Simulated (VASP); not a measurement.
Input:

```
CELL_PARAMETERS angstrom
      1.56717    -2.71441     0.00000
      1.56717     2.71441     0.00000
      0.00000     0.00000     3.54497
ATOMIC_POSITIONS crystal
  Mg 0.00000 0.00000 0.00000
  B  0.33333 0.66667 0.50000
  B  0.66667 0.33333 0.50000
```

All values below come from r2SCAN+rVV10, VASP's PBE PAW potentials (set 64) (plane waves; VASP). Run with 520 eV cut-off, 11×11×9 Γ-centred mesh, first-order Methfessel-Paxton smearing of 0.10 eV, potentials Mg B.

### Question
The ions and cell shape at fixed volume are relaxed. Which structure does the run end with?

### Answer

```
CELL_PARAMETERS angstrom
      1.55477    -2.69295     0.00000
      1.55477     2.69295     0.00000
      0.00000     0.00000     3.60170
ATOMIC_POSITIONS crystal
  Mg 0.00000 0.00000 0.00000
  B  0.33333 0.66667 0.50000
  B  0.66667 0.33333 0.50000
```
Space group P6/mmm (191), at a tolerance of 0.03 Å.

### Question
How much energy does the relaxation gain?

### Answer
The energy (σ→0) changes by -4.2 meV/atom, in 3 ionic steps.

The compound is MgB2 in the AlB2 type structure. This cell is one point of a volume scan, at 1.06 of the reference volume. Symmetry was kept, so distortions that lower it aren't found.
